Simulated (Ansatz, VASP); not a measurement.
ReS: VASP beside Ansatz

Contents of INCAR:

```
ALGO     = Normal         # electronic algorithm
EDIFF    = 1E-6           # SCF threshold, eV
ENCUT    = 520            # plane-wave cutoff, eV
GGA      = PS             # functional
ISIF     = 2              # what is computed and relaxed
ISMEAR   = 0              # smearing method
ISPIN    = 2              # spin polarisation
LASPH    = True           # aspherical terms in the spheres
LCHARG   = True           # write CHGCAR
LELF     = True           # ELF
LMAXMIX  = 4              # l up to which the mixer works
LORBIT   = 11             # projections on sites
LREAL    = False          # projectors in reciprocal space
LVHAR    = True         
LWAVE    = False          # write WAVECAR
MAGMOM   = 3.5 0          # initial moments
NBANDS   = 18             # bands
NELM     = 150            # most SCF steps
PREC     = Accurate       # precision mode
SIGMA    = 0.1            # smearing width, eV
```

KPOINTS

```
k-points
0
Gamma
  14 14 14
```

The input POSCAR:

```
ReS
1.0
    0.0000000000      2.4808277014      2.4808277014
    2.4808277014      0.0000000000      2.4808277014
    2.4808277014      2.4808277014      0.0000000000
Re S
1 1
Direct
    0.0000000000      0.0000000000      0.0000000000
    0.5000000000      0.5000000000      0.5000000000
```

Input for Ansatz:

```yaml
crystal:
  lattice:
    - [0.0, 2.4808277014, 2.4808277014]
    - [2.4808277014, 0.0, 2.4808277014]
    - [2.4808277014, 2.4808277014, 0.0]
  atoms:
    - { symbol: Re, position: [0.0, 0.0, 0.0], spin: 3.5 }
    - { symbol: S, position: [0.5, 0.5, 0.5] }
basis:
  ecutwfc: 420
kpoints:
  mp_grid: { grid: [14, 14, 14] }
hamiltonian:
  xc: pbesol
scf:
  occupations: { method: gaussian, width: 0.1 }
  lower_state_search: "off"
output:
  forces: true
  stress: true
  eigenvalues: true
  populations: true
magnetization:
  spin_polarized: true
```

Alike in both runs: task single point; functional PBEsol; k mesh 14 × 14 × 14; occupations gaussian, width 0.1 eV; collinear spin.

```csv
,VASP,Ansatz
version,VASP 6.6.1,Ansatz 0.2.0
potentials or method,"VASP PAW PBE potentials, release 64 (Re, S)","scalar-relativistic, plane waves, PAW"
plane-wave cutoff (eV),520,420
valence electrons in the cell,13,21
```

Ansatz gave:

- gap on the k mesh at the Fermi level (eV): none
- pressure (GPa): -10.3
- net moment per atom (μB): 0.40
- size of the moment on the site where the two differ most (μB): 0.57

Task: Which values does VASP return?

Result: gap on the k mesh at the Fermi level (eV): none; pressure (GPa): -9.0; net moment per atom (μB): 0.40; size of the moment on the site where the two differ most (μB): 0.75.

Site moments also hang on the region over which each program counts them. A gap of «none» marks a metal or a gap that the smearing closes. The two sets of potentials don't hold the same shells in valence.

Caveats: the PAW data sets were made with another functional, which shifts forces and pressure a little (VASP). Spin-orbit coupling is left out, which matters for the levels of Re.
